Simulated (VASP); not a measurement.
```
CELL_PARAMETERS angstrom
      1.65210    -5.07182     0.00000
      1.65210     5.07182     0.00000
      0.00000     0.00000     4.13344
ATOMIC_POSITIONS crystal
  P  0.10656 0.89344 0.92831
  P  0.39344 0.60656 0.42831
  P  0.60656 0.39344 0.57169
  P  0.89344 0.10656 0.07169
```

Computed with LDA (Ceperley-Alder, Perdew-Zunger), VASP's LDA PAW potentials (set 64) (plane waves; VASP). Settings: 500 eV cut-off, 10×10×8 Γ-centred mesh, first-order Methfessel-Paxton smearing of 0.10 eV, potentials P.

What does the run give for the energy per atom (σ→0), band gap (on the k-mesh) with the smallest direct gap where there is one?

```
Item                                                         Value
------------------------  ----------------------------------------
band gap (on the k-mesh)  none (metal, semimetal or under 0.01 eV)
energy per atom (σ→0)                               -6.029 eV/atom
```

Only differences to runs with the same potentials and settings are physical.

The compound is P in the black structure. It was relaxed first, which changed the volume by -9 %.
